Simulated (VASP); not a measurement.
Given:

```
CELL_PARAMETERS angstrom
      0.00000     3.26132     3.26132
      3.26132     0.00000     3.26132
      3.26132     3.26132     0.00000
ATOMIC_POSITIONS crystal
  Na 0.25000 0.25000 0.25000
  Na 0.75000 0.75000 0.75000
  S  0.00000 0.00000 0.00000
```

Computed with revTPSS meta-GGA, VASP's PBE PAW potentials (set 64) (plane waves; VASP). Settings: 520 eV cut-off, 5×5×5 Γ-centred mesh, Gaussian smearing of 0.050 eV, potentials Na_pv S.

Question: The ions, cell shape and volume are relaxed. Which structure does the run end with?

Answer: 
```
CELL_PARAMETERS angstrom
      0.00000     3.27964     3.27964
      3.27964     0.00000     3.27964
      3.27964     3.27964     0.00000
ATOMIC_POSITIONS crystal
  Na 0.25000 0.25000 0.25000
  Na 0.75000 0.75000 0.75000
  S  0.00000 0.00000 0.00000
```
Space group Fm-3m (225), at a tolerance of 0.03 Å.

Question: How do energy and volume change from the first to the last step?

Answer: The energy (σ→0) changes by -0.6 meV/atom and the volume by +1.7 %, in 3 ionic steps.

The compound is Na2S in the antifluorite structure. This run relaxes it. Symmetry was kept, so distortions that lower it aren't found.
